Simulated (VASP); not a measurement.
# Au (Gold): structure and properties in VASP

What structure and properties does PBEsol give Au (Gold), and how near are they to the measured ones? The steps: relaxing cell and atoms (PBEsol), density, ELF and potential (PBEsol), band structure (PBEsol), total and projected DOS (PBEsol), volume scan with PBEsol, fit for PBEsol, elastic constants (PBEsol), core levels (PBEsol), band structure (PBEsol + SOC) and self-consistent run (PBEsol) with a changed input. Left out of this account: at least 1 further run (phonons: it ended without a result to show). The start is a cell from a database of measured crystal structures.

Program: VASP 6.6.1. Level of theory: PBEsol; plane waves and PAW (Au), in the first sound run; inputs show where later runs differ. Results are calculated unless marked as measured.

**Measured values to reproduce.**

For Au, fcc (bulk gold, literature value, 298 K), “Mechanisms for carbon adsorption on Au(110)-(2*1): A work function analysis” (2018, arxiv:1805.06931) quotes earlier work: lattice constant a (cubic lattice constant) 4.078 Å [Literature room-temperature value quoted in the computational methods part; includes …].

“Exploring toroidal anvil profiles for larger sample volumes above 4 Mbar” (2024, pmc:11102561) quotes from earlier work for Au, fcc (earlier literature value): bulk modulus (ambient isothermal K0) 167 GPa [Literature ultrasonic value used as fixed fit input; rounded, table lists 166.7 GPa].

The database entry behind the starting cell differs from later determinations by our own check (about 0.15 % short), so it need not match the best structure at ambient conditions.

## 1. Set-up

Before any relaxation, the start is as follows. It takes space group Fm-3m (No. 225, cubic). The conventional cell has a = 4.072 Å, b = 4.072 Å, c = 4.072 Å, α = 90.00°, β = 90.00°, γ = 90.00°. Au has 12 Au at 2.88 Å nearest.

## 2. Relaxing cell and atoms (PBEsol)

Properties are meant for the cell that this level of theory prefers, so cell and atoms are relaxed first (ISIF = 3) until forces and stress are small; EDIFFG sets the threshold. PBEsol restores the gradient expansion of exchange and is tuned for the cells of solids.

File INCAR:

```
SYSTEM = Au
PREC = Accurate
ENCUT = 400
EDIFF = 1E-06
NELM = 100
ISMEAR = 1
SIGMA = 0.2
LREAL = .FALSE.
ALGO = Normal
GGA = PS
NBANDS = 11
LASPH = .TRUE.
LORBIT = 11
LWAVE = .FALSE.
LCHARG = .FALSE.
KPAR = 2
IBRION = 2
NSW = 60
ISIF = 3
EDIFFG = -0.01
```

File POSCAR:

```
Au
1.0
    0.0000000000      2.0360000000      2.0360000000
    2.0360000000      0.0000000000      2.0360000000
    2.0360000000      2.0360000000      0.0000000000
Au
1
Direct
    0.0000000000      0.0000000000      0.0000000000
```

File KPOINTS:

```
Automatic mesh
0
Gamma
9 9 9
0 0 0
```

The projector-augmented-wave data sets are Au (PBE family, release 64).

Launch:

```bash
> mpirun -np 2 vasp_std
```

What it wrote:

```text
[banner, memory and clock lines left out]
running    2 mpi-ranks, on    1 nodes
 distrk:  each k-point on    1 cores,    2 groups
 distr:  one band on    1 cores,    1 groups

 POSCAR found type information on POSCAR Au
 POSCAR found :  1 types and       1 ions
|                                                                             |
|               ----> ADVICE to this user running VASP <----                  |
|                                                                             |
|     You enforced a specific xc type in the INCAR file but a different       |
|     [... a line on the potential file left out ...]
|     I HOPE YOU KNOW WHAT YOU ARE DOING!                                     |
|                                                                             |

 LDA part: xc-table for (Slater+PW92), standard interpolation
 POSCAR, INCAR and KPOINTS ok, starting setup
 FFT: planning ... GRIDC
 FFT: planning ... GRID_SOFT
 FFT: planning ... GRID
 WAVECAR not read
 entering main loop
       N       E                     dE             d eps       ncg     rms          rms(c)
DAV:   1     0.346141631867E+02    0.34614E+02   -0.48677E+03   890   0.704E+02
DAV:   2    -0.388317474700E+01   -0.38497E+02   -0.36014E+02   857   0.162E+02
DAV:   3    -0.428220493650E+01   -0.39903E+00   -0.39890E+00   875   0.160E+01
DAV:   4    -0.428345949545E+01   -0.12546E-02   -0.12545E-02   860   0.107E+00
DAV:   5    -0.428346823227E+01   -0.87368E-05   -0.87372E-05   866   0.835E-02    0.981E+00
DAV:   6    -0.397295307310E+01    0.31052E+00   -0.89702E-01   803   0.799E+00    0.608E+00
DAV:   7    -0.395085788917E+01    0.22095E-01   -0.71024E-02   875   0.222E+00    0.291E+00
DAV:   8    -0.394784782681E+01    0.30101E-02   -0.12203E-03   821   0.338E-01    0.248E-01
DAV:   9    -0.394784150837E+01    0.63184E-05   -0.27125E-05   863   0.420E-02    0.149E-02
DAV:  10    -0.394784391851E+01   -0.24101E-05   -0.13917E-06   854   0.103E-02    0.953E-04
DAV:  11    -0.394784398418E+01   -0.65674E-07   -0.26441E-08   448   0.130E-03
   1 F= -.39478440E+01 E0= -.39483942E+01  d E =-.394784E+01
 curvature:   0.00 expect dE= 0.000E+00 dE for cont linesearch  0.000E+00
 trial: gam= 0.00000 g(F)=  0.125E-63 g(S)=  0.237E-02 ort = 0.000E+00 (trialstep = 0.100E+01)
 search vector abs. value=  0.237E-02
 bond charge predicted
       N       E                     dE             d eps       ncg     rms          rms(c)
DAV:   1    -0.398778121110E+01   -0.39937E-01   -0.77787E-01   806   0.860E+00    0.120E+00
DAV:   2    -0.394878010356E+01    0.39001E-01   -0.11695E-01   800   0.285E+00    0.536E-01
DAV:   3    -0.394692018569E+01    0.18599E-02   -0.77708E-03   857   0.715E-01    0.384E-01
DAV:   4    -0.394689127566E+01    0.28910E-04   -0.25542E-04   809   0.110E-01    0.155E-02
DAV:   5    -0.394689248789E+01   -0.12122E-05   -0.67551E-06   896   0.190E-02    0.181E-03
DAV:   6    -0.394689254610E+01   -0.58209E-07   -0.29291E-07   521   0.379E-03
   2 F= -.39468925E+01 E0= -.39470170E+01  d E =0.951438E-03
 trial-energy change:    0.000951  1 .order    0.000902   -0.002371    0.004175
 step:   0.3519(harm=  0.3622)  dis= 0.00000  next Energy=    -3.948259 (dE=-0.415E-03)
 bond charge predicted
       N       E                     dE             d eps       ncg     rms          rms(c)
DAV:   1    -0.396550806239E+01   -0.18616E-01   -0.32627E-01   803   0.555E+00    0.782E-01
DAV:   2    -0.394895577271E+01    0.16552E-01   -0.50103E-02   797   0.186E+00    0.316E-01
DAV:   3    -0.394825159996E+01    0.70417E-03   -0.30029E-03   857   0.443E-01    0.223E-01
DAV:   4    -0.394826021317E+01   -0.86132E-05   -0.13364E-04   809   0.701E-02    0.111E-02
DAV:   5    -0.394826008685E+01    0.12632E-06   -0.13064E-06   836   0.976E-03
   3 F= -.39482601E+01 E0= -.39486074E+01  d E =-.416103E-03
 curvature:  -0.18 expect dE=-0.237E-06 dE for cont linesearch -0.237E-06
 trial: gam= 0.00000 g(F)=  0.199E-62 g(S)=  0.131E-05 ort =-0.558E-04 (trialstep = 0.870E+00)
 search vector abs. value=  0.131E-05
 reached required accuracy - stopping structural energy minimisation
```

Run time: 3.8 s. Hardware: 2 MPI ranks of Intel Xeon 6975P-C (Granite Rapids), shared host; peak memory 0.24 GiB; 6.8 s of CPU time.

The logs omit lines about the potential files and the build; timing stands in the text.

From OUTCAR (step 2):

```text
ion  position               nearest neighbor table
   1  0.000  0.000  0.000-

  LATTYP: Found a face centered cubic cell.
 ALAT       =     4.0720000000

 Subroutine GETGRP returns: Found 48 space group operations
 (whereof 48 operations were pure point group operations)

The static configuration has the point symmetry O_h .

 Found     35 irreducible k-points:

   k-points           NKPTS =     35   k-points in BZ     NKDIM =     35   number of bands    NBANDS=     11

   dimension x,y,z NGX =    20 NGY =   20 NGZ =   20
   dimension x,y,z NGXF=    40 NGYF=   40 NGZF=   40

   ENCUT  =  400.0 eV  29.40 Ry    5.42 a.u.   4.70  4.70  4.70*2*pi/ulx,y,z

   NELECT =      11.0000    total number of electrons

 k-points in reciprocal lattice and weights: Automatic mesh
   0.00000000  0.00000000  0.00000000       0.001
   0.11111111  0.00000000  0.00000000       0.011
   0.22222222  0.00000000  0.00000000       0.011
   0.33333333  0.00000000  0.00000000       0.011
   0.44444444  0.00000000  0.00000000       0.011
   0.11111111  0.11111111  0.00000000       0.008
   0.22222222  0.11111111  0.00000000       0.033
   0.33333333  0.11111111  0.00000000       0.033
   0.44444444  0.11111111  0.00000000       0.033
[...]
-0.33333333  0.44444444  0.11111111       0.033
  -0.33333333  0.44444444  0.22222222       0.033

 average (electrostatic) potential at core
       1 -64.0288

 E-fermi :   9.2301

 k-point     1 :       0.0000    0.0000    0.0000
  band No.  band energies     occupation
    ...
      2       4.6412      2.00000
      3       4.6412      2.00000
      4       4.6412      2.00000
      5       6.1785      2.00000
      6       6.1785      2.00000
      7      23.8270      0.00000
      8      27.8359      0.00000
      9      27.8359      0.00000
     10      27.8359      0.00000
     11      32.7119      0.00000

 k-point     2 :       0.1111    0.0000    0.0000
  band No.  band energies     occupation
    ...
      2       4.5123      2.00000
      3       4.7778      2.00000
      4       4.7778      2.00000
      5       6.1252      2.00000
      6       6.1252      2.00000
      7      24.2544      0.00000
      8      25.6381      0.00000
      9      28.3340      0.00000
     10      28.3340      0.00000
     11      33.1204      0.00000

 k-point     3 :       0.2222    0.0000    0.0000
  band No.  band energies     occupation
    ...
      2       4.4100      2.00000
      3       4.9362      2.00000
      4       4.9362      2.00000
      5       6.2344      2.00000
      6       6.2344      2.00000
      7      21.5509      0.00000
      8      25.0140      0.00000
      9      29.2837      0.00000
     10      29.2837      0.00000
     11      31.0092      0.00000

  Total       -0.0030106     -0.0030106     -0.0030106     -0.0000000      0.0000000      0.0000000
  in kB       -0.2839089     -0.2839089     -0.2839089     -0.0000000      0.0000000      0.0000000
  external PRESSURE =      -0.2839089 kB  Pullay stress =       0.0000000 kB

  energy-cutoff  :      400.00
  volume of cell :       16.99
      direct lattice vectors                 reciprocal lattice vectors
    -0.000000000  2.040423608  2.040423608    -0.245047155  0.245047155  0.245047155
     2.040423608 -0.000000000  2.040423608     0.245047155 -0.245047155  0.245047155
     2.040423608  2.040423608 -0.000000000     0.245047155  0.245047155 -0.245047155

 POSITION                                       TOTAL-FORCE (eV/Angst)
 -----------------------------------------------------------------------------------
      0.00000      0.00000     -0.00000         0.000000      0.000000      0.000000
 -----------------------------------------------------------------------------------
    total drift:                                0.000000     -0.000000      0.000000

  FREE ENERGIE OF THE ION-ELECTRON SYSTEM (eV)
  ---------------------------------------------------
  free  energy   TOTEN  =        -3.9482600868 eV

  energy  without entropy=       -3.9493019923  energy(sigma->0) =       -3.94860739

 reached required accuracy - stopping structural energy minimisation

 total charge
# of ion       s       p       d       tot
------------------------------------------
    1        0.537   0.359   8.753   9.649

[... 3 further parts left out ...]
```

This run has no spin polarisation. Its electron count is odd, so without a moment it is a metal by construction. The k-mesh is coarse for a metal. The PAW data sets were made with PBE, which is usual practice but a small mismatch for other functionals. The run keeps the 48 symmetry operations of its start, so it cannot find a distortion of lower symmetry.

Step by step:

```csv
step,energy less that of the first step (eV),largest force (eV/Å),pressure (GPa),volume (Å³)
1,0.0000,0.0000,1.21,16.88
2,0.0010,0.0000,-2.10,17.19
3,-0.0004,0.0000,-0.03,16.99
```

```csv
"conventional cell, symmetrised",before,after,change
a (Å),4.072,4.081,+0.2 %
b (Å),4.072,4.081,+0.2 %
c (Å),4.072,4.081,+0.2 %
volume (Å³/atom),16.88,16.99,+0.7 %
```

The relaxed structure:

```
Au
1.0
     0.00000    2.04042    2.04042
     2.04042    0.00000    2.04042
     2.04042    2.04042    0.00000
Au
1
Direct
  0.00000 0.00000 0.00000
```

This step gave:

| Quantity | Value |
| --- | --- |
| electrons | 11 |
| bands | 11 |
| irreducible k-points | 35 |
| symmetry operations | 48 |
| free energy (TOTEN) | -3.948 eV |
| energy at zero smearing | -3.949 eV |
| Fermi energy | 9.230 eV |
| pressure | -0.02839 GPa |
| metallic, judged on the points sampled | yes |
| SCF cycles over all ionic steps | 22 |

It ends with forces that vanish by symmetry and a pressure of -0.03 GPa. The volume lies +0.7 % from that of the database's start.

(Continued in part 2 of 5.)

[Lines on the potential files, build, host, timing and source positions are cut from VASP's logs without a mark.]

[Logs are printed without paths, hosts, clocks, repeated set-up lines and the standing remarks that a program may print on its own settings, such as how far it seeks lower states.]

[Hosts, paths, dates, database ids (printed as entryN), source tags and the programs' standing remarks are cut or masked in the printed files.]

[A measured line is paired with the nearest computed mode of its activity, which favours agreement.]

[In band tables of VASP the shares of atoms and orbitals are scaled to a sum of 1 inside the atoms' spheres.]
